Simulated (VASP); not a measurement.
Crystal: Sn3P2.

```
Sn P
1.0
     4.00670    2.99145   17.24103
    -2.11640    1.55079    8.63971
    -0.00884   -2.00983    8.48877
Sn P
6 4
Direct
  0.11334 0.18728 0.23036
  0.61780 0.19981 0.21165
  0.38752 0.80580 0.77235
  0.88898 0.77431 0.80785
  0.50315 0.98474 0.02145
  0.99156 0.99699 0.01370
  0.30071 0.61031 0.58996
  0.79380 0.61413 0.59734
  0.19710 0.39898 0.39901
  0.70758 0.38722 0.38788
```

The cell was built by a generator and needn't be a form met in nature.

| Property | Result |
| --- | --- |
| Program | VASP 6.6.1 |
| Task | relaxation of cell and atoms |
| Functional | PBE |
| Potentials or basis | VASP PAW PBE potentials, release 64 (Sn_d, P) |
| Cutoff | 520 eV |
| k mesh | 4 × 7 × 7 |
| Occupations | gaussian, width 0.15 eV |
| Spin | no spin polarisation |

At the start: pressure -0.1 GPa; volume 24.94 Å³/atom.

How do energy, volume and symmetry change on relaxing?

Over 13 steps the energy falls by 39.6 meV/atom and the volume is 24.47 Å³/atom (-1.9 %); space group P-1 (No. 2, to 0.05 Å).

Step by step:
```tsv
step	energy change (eV)	largest force (eV/Å)	pressure (GPa)	volume (Å³)
1	0.0000	0.7533	-0.11	249.41
2	-0.2751	0.3692	-0.49	248.62
3	-0.2960	0.3434	-0.40	248.25
4	-0.3468	0.2506	0.05	245.79
5	-0.3663	0.2164	0.61	243.19
6	-0.3829	0.1190	-0.26	246.19
7	-0.3831	0.1338	-0.14	245.88
8	-0.3831	0.1219	-0.19	245.96
9	-0.3882	0.0825	-0.13	245.33
10	-0.3902	0.0727	-0.03	244.73
11	-0.3940	0.0480	0.11	244.12
12	-0.3943	0.0400	0.11	243.93
13	-0.3958	0.0288	-0.13	244.65
```

Final structure:
```
CELL_PARAMETERS angstrom
4.01262 2.32538 17.31572
-2.02965 1.16412 8.66153
-0.00858 -2.33680 8.65845
ATOMIC_POSITIONS crystal
Sn 0.10947 0.20548 0.21414
Sn 0.60738 0.21039 0.21179
Sn 0.39121 0.78863 0.78898
Sn 0.89311 0.78099 0.79496
Sn 0.50066 0.98926 0.00972
Sn 0.99823 0.99798 0.00381
P 0.30214 0.59458 0.60276
P 0.80078 0.59842 0.59950
P 0.19859 0.39985 0.40037
P 0.69998 0.39401 0.40552
```
